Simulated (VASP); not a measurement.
Here is a VASP 6.6.1 calculation.

The input INCAR:

```
PREC     = Accurate       # precision mode
ENCUT    = 520            # plane-wave cutoff, eV
EDIFF    = 1E-7           # SCF threshold, eV
ISMEAR   = 0              # smearing method
SIGMA    = 0.1            # smearing width, eV
LREAL    = False          # projectors in reciprocal space
LASPH    = True           # aspherical terms in the spheres
NELM     = 100            # most SCF steps
ALGO     = Normal         # electronic algorithm
ISIF     = 2              # what is computed and relaxed
LWAVE    = False          # write WAVECAR
LCHARG   = False          # write CHGCAR
GGA      = PS             # functional
NBANDS   = 14             # bands
```

File KPOINTS:

```
regular mesh
0
Gamma
  18 18 18
```

Contents of POSCAR:

```
Rh                                      
1.0
    0.0000000000      1.8898112405      1.8898112405
    1.8898112405      0.0000000000      1.8898112405
    1.8898112405      1.8898112405      0.0000000000
  Rh            
     1
Direct
     0.0000000000000000    0.0000000000000000    0.0000000000000000
```

Potentials or basis: VASP PAW PBE potentials, release 64 (Rh_pv).

Command:

```console
$ cat potpaw_PBE.64/Rh_pv/POTCAR > POTCAR
$ mpirun -np 1 vasp_std > vasp.out
```

What does it give for the pressure?

0.0 GPa.

What does it give for the band gap on the k mesh?

None (metal or under the smearing width).

Caveat: the PAW data sets were made with another functional, which shifts forces and pressure a little.
